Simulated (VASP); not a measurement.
Energy against volume of GaN (zinc blende). Method: r2SCAN meta-GGA, VASP's PBE PAW potentials (set 64) (plane waves; VASP). Settings: 520 eV cut-off, 10×10×10 Γ-centred mesh, Gaussian smearing of 0.050 eV, potentials Ga_d N.

| V (Å³/atom) | E (eV/atom) |
|---|---|
| 10.746 | -10.91943 |
| 11.089 | -10.94132 |
| 11.432 | -10.94844 |
| 11.775 | -10.94298 |

### Question
Fit these four points and predict the energy of the run at 12.118 Å³/atom.

### Answer
A cubic in V^(−2/3), the third-order Birch-Murnaghan form, passes through the four points with V0 = 11.45 Å³/atom and B0 = 194 GPa, and gives -10.9268 eV/atom there. The run gave -10.9268 eV/atom, +0.0 meV/atom from the fit; all five points give B0 = 195 GPa.

The compound is GaN in the zinc blende structure, a metastable form; wurtzite is the usual one. It was relaxed first.
